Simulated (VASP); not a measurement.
Output of a VASP run:

File OSZICAR:
```
       N       E                     dE             d eps       ncg     rms          rms(c)
DAV:   1     0.204161344153E+02    0.20416E+02   -0.38919E+03  1015   0.819E+02
DAV:   2    -0.866062421844E+00   -0.21282E+02   -0.21251E+02  1022   0.138E+02
DAV:   3    -0.130239207173E+01   -0.43633E+00   -0.43633E+00  1316   0.289E+01
DAV:   4    -0.130612639507E+01   -0.37343E-02   -0.37343E-02  1260   0.235E+00
DAV:   5    -0.130617357659E+01   -0.47182E-04   -0.47182E-04  1274   0.231E-01    0.202E-01
DAV:   6    -0.130590308734E+01    0.27049E-03   -0.54662E-04  1225   0.374E-01    0.137E-01
DAV:   7    -0.130571735090E+01    0.18574E-03   -0.11352E-03  1092   0.451E-01    0.157E-02
DAV:   8    -0.130570918101E+01    0.81699E-05   -0.50040E-05  1330   0.159E-01    0.233E-03
DAV:   9    -0.130570950088E+01   -0.31987E-06   -0.20859E-07  1099   0.645E-03    0.107E-03
DAV:  10    -0.130570954757E+01   -0.46692E-07   -0.58514E-08  1099   0.277E-03
   1 F= -.13057095E+01 E0= -.13054417E+01  d E =-.803637E-03
```

OUTCAR:
```
------------------------ aborting loop because EDIFF is reached ----------------------------------------
  FORCE on cell =-STRESS in cart. coord.  units (eV):
  Direction    XX          YY          ZZ          XY          YZ          ZX
  --------------------------------------------------------------------------------------
  Total       -0.0969969     -0.0969969     -0.0969969      0.0000000      0.0000000      0.0000000
  in kB       -3.9747396     -3.9747396     -3.9747396      0.0000000      0.0000000      0.0000000
  external PRESSURE =      -3.9747396 kB  Pullay stress =       0.0000000 kB
  volume of cell :       39.10
      direct lattice vectors                 reciprocal lattice vectors
    -2.138125517  2.138125517  2.138125517     0.000000000  0.233849695  0.233849695
     2.138125517 -2.138125517  2.138125517     0.233849695  0.000000000  0.233849695
     2.138125517  2.138125517 -2.138125517     0.233849695  0.233849695  0.000000000
 POSITION                                       TOTAL-FORCE (eV/Angst)
 -----------------------------------------------------------------------------------
      0.00000      0.00000      0.00000         0.000000     -0.000000      0.000000
 -----------------------------------------------------------------------------------
    total drift:                               -0.000000     -0.000000     -0.000000
  FREE ENERGIE OF THE ION-ELECTRON SYSTEM (eV)
  ---------------------------------------------------
  free  energy   TOTEN  =        -1.3057095476 eV

  energy  without entropy=       -1.3049059101  energy(sigma->0) =       -1.30544167
```
(Selected blocks of OUTCAR.)

### POSCAR
```
Na
1
   -2.1381255167     2.1381255167     2.1381255167
    2.1381255167    -2.1381255167     2.1381255167
    2.1381255167     2.1381255167    -2.1381255167
Na
1
Direct
  0.0000000000   0.0000000000   0.0000000000
```

Reconstruct the remaining input files.

This is not unique; one that fits is the input of the run itself, PBE GGA, plane waves, VASP's PBE PAW potentials (set 64).

File KPOINTS:
```
Automatic mesh
0
Gamma
  12 12 12
0 0 0
```

INCAR:
```
! general
SYSTEM = Na
PREC   = Accurate
ENCUT  = 520
LREAL  = .FALSE.   ! projection in real space or not
LASPH  = .TRUE.   ! aspherical one-centre terms

! electronic loop
EDIFF  = 1E-7   ! SCF stop (eV)
NELM   = 100
ALGO   = Normal   ! blocked Davidson

! smearing
ISMEAR = 1   ! Methfessel-Paxton
SIGMA  = 0.1   ! width (eV)

! functional
GGA    = PE

! ions
ISIF   = 2

! output
LWAVE  = .FALSE.
LCHARG = .FALSE.
```

POTCAR, in this order: Na_pv (PBE.64 set). Program: vasp_std.

The compound is Na in the bcc structure. This cell is one point of a volume scan, at 1.06 of the reference volume.
